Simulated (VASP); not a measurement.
An input for Quantum ESPRESSO's pw.x (written as the equivalent of a VASP run, and not itself run):

```
&CONTROL
  calculation = 'scf'
  pseudo_dir = './pseudo'
  outdir = './out'
  tprnfor = .true.
  tstress = .true.
/
&SYSTEM
  ibrav = 0
  nat = 8
  ntyp = 3
  ecutwfc = 84
  occupations = 'smearing'
  smearing = 'fermi-dirac'
  degauss = 0.003675
  input_dft = 'pbesol'
/
&ELECTRONS
  conv_thr = 7.3e-08
  electron_maxstep = 100
/
ATOMIC_SPECIES
  Ca 40.078 Ca.upf
  Sn 118.710 Sn.upf
  F 18.998 F.upf
CELL_PARAMETERS angstrom
     0.0000000    4.2189250    4.2189250
     4.2189250    0.0000000    4.2189250
     4.2189250    4.2189250    0.0000000
ATOMIC_POSITIONS crystal
  Ca   0.0000000  0.0000000  0.0000000
  Sn   0.5000000  0.5000000  0.5000000
  F    0.7339400  0.7339400  0.2660600
  F    0.2660600  0.2660600  0.7339400
  F    0.2660600  0.7339400  0.7339400
  F    0.7339400  0.2660600  0.2660600
  F    0.7339400  0.2660600  0.7339400
  F    0.2660600  0.7339400  0.2660600
K_POINTS automatic
  5 5 5 0 0 0
```

Question: Write the VASP files for the same calculation (PBEsol).

Answer: One answer among several that fit: 
### KPOINTS
```
Automatic
0
Gamma
5 5 5
0 0 0
```

### INCAR
```
# general
SYSTEM  = CaSnF6
PREC    = Accurate
ENCUT   = 400   # plane-wave cut-off (eV)
LREAL   = .FALSE.   # projection in real space or not
LASPH   = .TRUE.   # aspherical one-centre terms

# electronic loop
EDIFF   = 1E-6   # SCF stop (eV)
NELM    = 100
ALGO    = Normal
LMAXMIX = 4   # l cut-off of mixed one-centre charges

# smearing
ISMEAR  = -1   # Fermi-Dirac
SIGMA   = 0.05

# functional
GGA     = PS

# ions
ISIF    = 2

# output
LWAVE   = .FALSE.
LCHARG  = .FALSE.
```

POSCAR:
```
CaSnF6
1
    0.0000000000     4.2189250000     4.2189250000
    4.2189250000     0.0000000000     4.2189250000
    4.2189250000     4.2189250000     0.0000000000
Ca Sn F
1 1 6
Direct
  0.0000000000   0.0000000000   0.0000000000
  0.5000000000   0.5000000000   0.5000000000
  0.7339400000   0.7339400000   0.2660600000
  0.2660600000   0.2660600000   0.7339400000
  0.2660600000   0.7339400000   0.7339400000
  0.7339400000   0.2660600000   0.2660600000
  0.7339400000   0.2660600000   0.7339400000
  0.2660600000   0.7339400000   0.2660600000
```

POTCAR, in this order: Ca_sv Sn_d F (PBE.64 set). Program: vasp_std.

The two are equivalent in intent, not identical: the potentials are each code's own (VASP's PAW set, PseudoDojo norm-conserving files in pw.x), so ENCUT and ecutwfc are chosen apart and not converted; conv_thr bounds pw.x's estimated SCF error, while EDIFF bounds the energy change between steps.

The structure comes from a computed database's CaSnF6 entry; how it stands against other phases isn't given here. The cell was not relaxed at this level.
